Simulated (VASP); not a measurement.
Consider the following.

```yaml
crystal:
  lattice:
    - [0.00000, 1.81992, 1.81992]
    - [1.81992, 0.00000, 1.81992]
    - [1.81992, 1.81992, 0.00000]
  atoms:
    - { symbol: B, position: [0.00000, 0.00000, 0.00000] }
    - { symbol: N, position: [0.25000, 0.25000, 0.25000] }
```

The numbers are results of revPBE GGA, VASP's PBE PAW potentials (set 64) (plane waves; VASP), not measurements. Settings: 520 eV cut-off, 11×11×11 Γ-centred mesh, Gaussian smearing of 0.050 eV, potentials B N.

Task: What does the run give for the energy per atom (σ→0)?

Result: 
| Quantity | Result |
|---|---|
| energy per atom (σ→0) | -8.387 eV/atom |

The compound is BN in the zinc blende structure. It was relaxed first. The start is the result of an earlier pass.
